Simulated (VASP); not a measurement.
Output of a VASP run:

### OUTCAR
```
 ion  position               nearest neighbor table
   1  0.000  0.000  0.000-   2 2.80   2 2.80   2 2.80   2 2.80
   2  0.250  0.250  0.250-   1 2.80   1 2.80   1 2.80   1 2.80
  LATTYP: Found a face centered cubic cell.
 ALAT       =     6.4600000000
 Subroutine PRICEL returns:
 Original cell was already a primitive cell.
 Subroutine GETGRP returns: Found 24 space group operations
The static configuration has the point symmetry T_d .
The dynamic configuration has the point symmetry T_d .
 Subroutine INISYM returns: Found 24 space group operations
 Subroutine IBZKPT returns following result:
 Found     20 irreducible k-points:

 Following reciprocal coordinates:
            Coordinates               Weight
  0.000000  0.000000  0.000000      1.000000
  0.142857  0.000000  0.000000      8.000000
  0.285714  0.000000  0.000000      8.000000
  0.428571  0.000000  0.000000      8.000000
  0.142857  0.142857  0.000000      6.000000
  0.285714  0.142857  0.000000     24.000000
  0.428571  0.142857  0.000000     24.000000
 -0.428571  0.142857  0.000000     24.000000
 -0.285714  0.142857  0.000000     24.000000
 -0.142857  0.142857  0.000000     12.000000
  0.285714  0.285714  0.000000      6.000000
  0.428571  0.285714  0.000000     24.000000
 -0.428571  0.285714  0.000000     24.000000
 -0.285714  0.285714  0.000000     12.000000
  0.428571  0.428571  0.000000      6.000000
 -0.428571  0.428571  0.000000     12.000000
  0.428571  0.285714  0.142857     24.000000
 -0.428571  0.285714  0.142857     48.000000
 -0.428571  0.428571  0.142857     24.000000
 -0.285714  0.428571  0.142857     24.000000
   k-points           NKPTS =     20   k-points in BZ     NKDIM =     20   number of bands    NBANDS=     13
   number of dos      NEDOS =    301   number of ions     NIONS =      2
   total plane-waves  NPLWV =  46656
   dimension x,y,z NGX =    36 NGY =   36 NGZ =   36
   dimension x,y,z NGXF=    72 NGYF=   72 NGZF=   72
   ions per type =               1   1
   PREC   = accura    normal or accurate (medium, high low for compatibility)
   ISTART =      0    job   : 0-new  1-cont  2-samecut
   ICHARG =      2    charge: 1-file 2-atom 10-const
   ISPIN  =      1    spin polarized calculation?
   LNONCOLLINEAR =      F non collinear calculations
   LSORBIT =      F    spin-orbit coupling
   INIWAV =      1    electr: 0-lowe 1-rand  2-diag
   ENCUT  =  520.0 eV  38.22 Ry    6.18 a.u.   8.49  8.49  8.49*2*pi/ulx,y,z
   NELM   =    100;   NELMIN=  2; NELMDL= -5     # of ELM steps
   EDIFF  = 0.1E-05   stopping-criterion for ELM
   LREAL  =      F    real-space projection
   NLSPLINE    = F    spline interpolate recip. space projectors
   LMAXMIX     =    6 max onsite mixed and CHGCAR
   VOSKOWN=      0    Vosko Wilk Nusair interpolation
   EDIFFG = -.1E-01   stopping-criterion for IOM
   NSW    =     60    number of steps for IOM
   NBLOCK =      1;   KBLOCK =     60    inner block; outer block
   IBRION =      2    ionic relax: 0-MD 1-quasi-New 2-CG
   NFREE  =      1    steps in history (QN), initial steepest desc. (CG)
   ISIF   =      3    stress and relaxation
   ISYM   =      2    0-nonsym 1-usesym 2-fastsym
   TEIN   =    0.0    initial temperature
   TEBEG  =    0.0;   TEEND  =   0.0 temperature during run
   SMASS  =  -3.00    Nose mass-parameter (am)
   PSTRESS=    0.0 pullay stress
   NELECT =      18.0000    total number of electrons
   EFERMI =   0.00;   METHOD = LEGACY
   ISMEAR =     0;   SIGMA  =   0.05  broadening in eV -4-tet -1-fermi 0-gaus
   IALGO  =     38    algorithm
   LDIAG  =      T    sub-space diagonalisation (order eigenvalues)
   IMIX   =      4    mixing-type and parameters
     AMIX     =   0.40;   BMIX     =  1.00
     AMIX_MAG =   1.60;   BMIX_MAG =  1.00
     AMIN     =   0.10
   GGA     = ML    functional components
   VOSKOWN =     0    Vosko Wilk Nusair interpolation
   LHFCALC =     F    Hartree Fock is set to
   LHFONE  =     F    Hartree Fock one center treatment
...
```

File OSZICAR:
```
...
DAV:   5     0.141920032042E+01   -0.25905E-03   -0.25905E-03   638   0.344E-01    0.741E+00
DAV:   6     0.168426423825E+01    0.26506E+00   -0.66590E-01   580   0.120E+01    0.591E+00
DAV:   7     0.168824496606E+01    0.39807E-02   -0.13668E-01   565   0.291E+00    0.236E+00
DAV:   8     0.168846870586E+01    0.22374E-03   -0.11030E-02   540   0.142E+00    0.684E-01
DAV:   9     0.168825212869E+01   -0.21658E-03   -0.12558E-03   580   0.439E-01    0.133E-01
DAV:  10     0.168820065059E+01   -0.51478E-04   -0.12606E-04   688   0.120E-01    0.837E-02
DAV:  11     0.168817987178E+01   -0.20779E-04   -0.45604E-05   565   0.720E-02    0.164E-02
DAV:  12     0.168818023683E+01    0.36505E-06   -0.39812E-06   545   0.166E-02
   1 F= 0.16881802E+01 E0= 0.16882927E+01  d E =0.168818E+01
       N       E                     dE             d eps       ncg     rms          rms(c)
DAV:   1    -0.715544267473E+01   -0.88436E+01   -0.20274E+02   530   0.178E+02    0.456E+01
DAV:   2    -0.782166357892E-01    0.70772E+01   -0.17359E+01   520   0.594E+01    0.149E+01
DAV:   3     0.968861983396E+00    0.10471E+01   -0.16819E+00   535   0.131E+01    0.140E+01
DAV:   4     0.136473809938E+01    0.39588E+00   -0.75016E-01   530   0.684E+00    0.461E+00
DAV:   5     0.138258406537E+01    0.17846E-01   -0.27706E-02   583   0.135E+00    0.150E+00
DAV:   6     0.138562894417E+01    0.30449E-02   -0.44691E-03   600   0.579E-01    0.256E-01
DAV:   7     0.138569248279E+01    0.63539E-04   -0.50858E-04   545   0.235E-01    0.130E-01
DAV:   8     0.138569159308E+01   -0.88971E-06   -0.48529E-05   620   0.683E-02    0.286E-02
DAV:   9     0.138569471769E+01    0.31246E-05   -0.16539E-05   545   0.408E-02    0.149E-02
DAV:  10     0.138569518840E+01    0.47071E-06   -0.19036E-07   385   0.467E-03
   2 F= 0.13856952E+01 E0= 0.13858078E+01  d E =-.302485E+00
       N       E                     dE             d eps       ncg     rms          rms(c)
DAV:   1     0.875879867612E+00   -0.50981E+00   -0.10042E+01   540   0.352E+01    0.443E+00
DAV:   2     0.132828661721E+01    0.45241E+00   -0.13528E+00   530   0.160E+01    0.126E+00
DAV:   3     0.136449810166E+01    0.36211E-01   -0.14236E-01   525   0.305E+00    0.113E+00
DAV:   4     0.136910003294E+01    0.46019E-02   -0.91771E-03   555   0.775E-01    0.261E-01
DAV:   5     0.136953288222E+01    0.43285E-03   -0.13011E-03   581   0.420E-01    0.179E-01
DAV:   6     0.136954050843E+01    0.76262E-05   -0.30440E-04   671   0.174E-01    0.497E-02
DAV:   7     0.136954955623E+01    0.90478E-05   -0.72157E-06   560   0.258E-02    0.181E-02
DAV:   8     0.136954994231E+01    0.38608E-06   -0.25766E-06   523   0.186E-02
   3 F= 0.13695499E+01 E0= 0.13696624E+01  d E =-.318630E+00
       N       E                     dE             d eps       ncg     rms          rms(c)
DAV:   1     0.136672730705E+01   -0.28222E-02   -0.57644E-02   540   0.275E+00    0.384E-01
DAV:   2     0.136918602516E+01    0.24587E-02   -0.66902E-03   530   0.107E+00    0.118E-01
DAV:   3     0.136943682630E+01    0.25080E-03   -0.73960E-04   525   0.244E-01    0.112E-01
DAV:   4     0.136948237509E+01    0.45549E-04   -0.61139E-05   555   0.583E-02    0.214E-02
DAV:   5     0.136948803300E+01    0.56579E-05   -0.10422E-05   550   0.376E-02    0.142E-02
DAV:   6     0.136948933966E+01    0.13067E-05   -0.16972E-06   355   0.134E-02    0.380E-03
DAV:   7     0.136948932115E+01   -0.18516E-07   -0.44628E-07   260   0.740E-03
   4 F= 0.13694893E+01 E0= 0.13696018E+01  d E =-.318691E+00
```

### OUTCAR
```
------------------------ aborting loop because EDIFF is reached ----------------------------------------
  FORCE on cell =-STRESS in cart. coord.  units (eV):
  Direction    XX          YY          ZZ          XY          YZ          ZX
  --------------------------------------------------------------------------------------
  Total       -0.0123468     -0.0123468     -0.0123468      0.0000000      0.0000000      0.0000000
  in kB       -0.2407147     -0.2407147     -0.2407147      0.0000000      0.0000000      0.0000000
  external PRESSURE =      -0.2407147 kB  Pullay stress =       0.0000000 kB
  volume of cell :       82.18
      direct lattice vectors                 reciprocal lattice vectors
     0.000000000  3.450725802  3.450725802    -0.144897053  0.144897053  0.144897053
     3.450725802  0.000000000  3.450725802     0.144897053 -0.144897053  0.144897053
     3.450725802  3.450725802  0.000000000     0.144897053  0.144897053 -0.144897053
 POSITION                                       TOTAL-FORCE (eV/Angst)
 -----------------------------------------------------------------------------------
      6.90145      6.90145      6.90145        -0.000000     -0.000000     -0.000000
      1.72536      1.72536      1.72536         0.000000      0.000000      0.000000
 -----------------------------------------------------------------------------------
    total drift:                                0.000000      0.000000      0.000000
  FREE ENERGIE OF THE ION-ELECTRON SYSTEM (eV)
  ---------------------------------------------------
  free  energy   TOTEN  =         1.3694893211 eV

  energy  without entropy=        1.3697142652  energy(sigma->0) =        1.36960179

 reached required accuracy - stopping structural energy minimisation
```
(Selected blocks of OUTCAR.)

POSCAR:
```
HgTe
1
    0.0000000000     3.2300000000     3.2300000000
    3.2300000000     0.0000000000     3.2300000000
    3.2300000000     3.2300000000     0.0000000000
Hg Te
1 1
Direct
  0.0000000000   0.0000000000   0.0000000000
  0.2500000000   0.2500000000   0.2500000000
```

Task: Reconstruct the remaining input files.

Result: This is not unique; one that fits is the input of the run itself, vdW-DF2, plane waves, VASP's PBE PAW potentials (set 64).

**INCAR**
```
# general
SYSTEM   = HgTe
PREC     = Accurate
ENCUT    = 520
LREAL    = .False.
LASPH    = .True.

# electronic loop
EDIFF    = 1E-6
NELM     = 100
ALGO     = Normal
LMAXMIX  = 6

# smearing
ISMEAR   = 0
SIGMA    = 0.05

# functional
GGA      = ML
LUSE_VDW = .True.
AGGAC    = 0.0
ZAB_VDW  = -1.8867

# ions
IBRION   = 2
NSW      = 60
ISIF     = 3
EDIFFG   = -0.01

# output
LWAVE    = .False.
LCHARG   = .False.
```

KPOINTS:
```
Automatic mesh
0
Gamma
7 7 7
0 0 0
```

POTCAR, in this order: Hg Te (PBE.64 set). Program: vasp_std.

Energy and stress use the plane-wave basis of the starting cell.

The compound is HgTe in the zinc blende structure. This run relaxes it. Symmetry was kept, so distortions that lower it aren't found.
